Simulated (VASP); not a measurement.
Energy against volume of Ru (hcp). These are vdW-DF-cx, VASP's PBE PAW potentials (set 64) (plane waves; VASP) values and carry that method's errors. Run with 520 eV cut-off, 15×15×9 Γ-centred mesh, first-order Methfessel-Paxton smearing of 0.10 eV, potentials Ru_pv.

Shape and ions are relaxed at each volume.

```tsv
V (Å³/atom)	E (eV/atom)
12.591	-6.57332
12.993	-6.61789
13.395	-6.63161
13.796	-6.61942
```

Question: Fit these four points and predict the energy of the run at 14.198 Å³/atom.

Answer: A cubic in V^(−2/3), the third-order Birch-Murnaghan form, passes through the four points with V0 = 13.39 Å³/atom and B0 = 344 GPa, and gives -6.5853 eV/atom there. The run gave -6.5855 eV/atom, -0.2 meV/atom from the fit; all five points give B0 = 343 GPa.

The compound is Ru in the hcp structure. It was relaxed first.
